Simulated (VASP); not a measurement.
OSZICAR of a VASP run on CuGe63:

**OSZICAR**
```
       N       E                     dE             d eps       ncg     rms          rms(c)
DAV:   1    -0.333917636771E+03   -0.33392E+03   -0.19881E+01   444   0.212E+01    0.697E+00
DAV:   2    -0.334000521872E+03   -0.82885E-01   -0.19078E+00   464   0.102E+01    0.451E+00
DAV:   3    -0.333956837729E+03    0.43684E-01   -0.24376E-01   504   0.467E+00    0.261E+00
DAV:   4    -0.333949116055E+03    0.77217E-02   -0.71198E-02   480   0.975E-01    0.149E+00
DAV:   5    -0.333943854570E+03    0.52615E-02   -0.86342E-03   464   0.638E-01    0.856E-01
DAV:   6    -0.333941718154E+03    0.21364E-02   -0.45797E-03   464   0.489E-01    0.474E-01
DAV:   7    -0.333941194187E+03    0.52397E-03   -0.10269E-03   464   0.121E-01    0.261E-01
DAV:   8    -0.333941014543E+03    0.17964E-03   -0.16611E-04   376   0.268E-02    0.148E-01
DAV:   9    -0.333940961321E+03    0.53222E-04   -0.65511E-05   352   0.248E-02    0.825E-02
DAV:  10    -0.333940953994E+03    0.73273E-05   -0.22601E-05   248   0.290E-02
   1 F= -.33394095E+03 E0= -.33394089E+03  d E =-.134859E-03
```

Which electronic solver shows in the log?

It is blocked Davidson (ALGO = Normal, or the opening steps of other solvers). The INCAR had ALGO = Normal.

Can the final energy be trusted as converged?

The calculation finished and met its thresholds. It stopped with EDIFF = 1E-5, NELM = 50 (HSE06 screened hybrid, plane waves, VASP's PBE PAW potentials (set 64)). The cell is charged, with a uniform compensating background. The supercell is sampled at Γ alone, which is coarse: total energies, pressure and levels can be off, energies of defects by several tenths of an eV.

The cell is a supercell with a defect, built from Ge (diamond): Cu_Ge, charge +1. The cell's shape comes from a PBE relaxation. The run is not spin-polarised, so no state with unpaired spins was tried.
